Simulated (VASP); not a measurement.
An input for Ansatz (written as the equivalent of a VASP run, and not itself run):

Ansatz 0.2 input:
```yaml
crystal:
  lattice:
    - [0.0000000, 2.1800000, 2.1800000]
    - [2.1800000, 0.0000000, 2.1800000]
    - [2.1800000, 2.1800000, 0.0000000]
  atoms:
    - { symbol: Si, position: [0.0000000, 0.0000000, 0.0000000] }
    - { symbol: C, position: [0.2500000, 0.2500000, 0.2500000] }
kpoints:
  mp_grid: { grid: [8, 8, 8] }
hamiltonian:
  xc: pbe
  pseudopotentials: { kind: paw }
scf:
  occupations: { method: gaussian, width: 0.05 }
  max_iter: 100
output: { forces: true, stress: true, eigenvalues: true }
```

Question: Write the VASP files for the same calculation (PBE).

Answer: One answer among several that fit: 
File KPOINTS:
```
Regular mesh
0
Gamma
  8 8 8
```

**INCAR**
```
SYSTEM = SiC
PREC = Accurate
ENCUT = 520
EDIFF = 1E-6
NELM = 100
ALGO = Normal
LREAL = .FALSE.
LASPH = .TRUE.
ISMEAR = 0
SIGMA = 0.05
GGA = PE
LWAVE = .FALSE.
LCHARG = .FALSE.
ISIF = 2
```

### POSCAR
```
SiC
2.180
  0.0000000000   1.0000000000   1.0000000000
  1.0000000000   0.0000000000   1.0000000000
  1.0000000000   1.0000000000   0.0000000000
Si C
1 1
Cart
  0.0000000000   0.0000000000   0.0000000000
  0.5000000000   0.5000000000   0.5000000000
```

POTCAR, in this order: Si C (PBE.64 set). Program: vasp_std.

The two are equivalent in intent, not identical: each code has its own PAW files, so the cut-off isn't converted (ENCUT is set for VASP's; basis.ecutwfc is left out, and Ansatz then takes the one that its files recommend); Ansatz stops its SCF on the density residual and VASP on the energy change (EDIFF).

The compound is SiC in the zinc blende structure. The cell was not relaxed at this level.
